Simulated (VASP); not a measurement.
Consider the following.

```xyz
3
Lattice="0.0000 2.1486 2.1486 2.1486 0.0000 2.1486 2.1486 2.1486 0.0000" Properties=species:S:1:pos:R:3 pbc="T T T"
Be     1.0743     1.0743     1.0743
Be     3.2229     3.2229     3.2229
C      0.0000     0.0000     0.0000
```

These are PBE GGA with D3 dispersion (zero damping), VASP's PBE PAW potentials (set 64) (plane waves; VASP) values and carry that method's errors. Numerical set-up: 520 eV cut-off, Gaussian smearing of 0.050 eV, potentials Be C.

Question: Give the energies of bands 2 to 7 at the high-symmetry points, in eV from the valence-band maximum.

Answer: 
```
band     Γ      X      U      L      W
----  ----  -----  -----  -----  -----
2     0.00  -6.86  -6.97  -8.86  -6.39
3     0.00  -4.82  -6.37  -1.87  -5.99
4     0.00  -4.82  -4.07  -1.87  -5.99
5     4.17   1.17   3.35   5.05   5.78
6     4.17   5.88   8.46   5.05   8.30
7     4.17  13.49  11.76   7.25   9.71
```

The gap is indirect, 1.17 eV, from the valence maximum at Γ to the conduction minimum at X.

The compound is Be2C in the antifluorite structure. It was relaxed first.
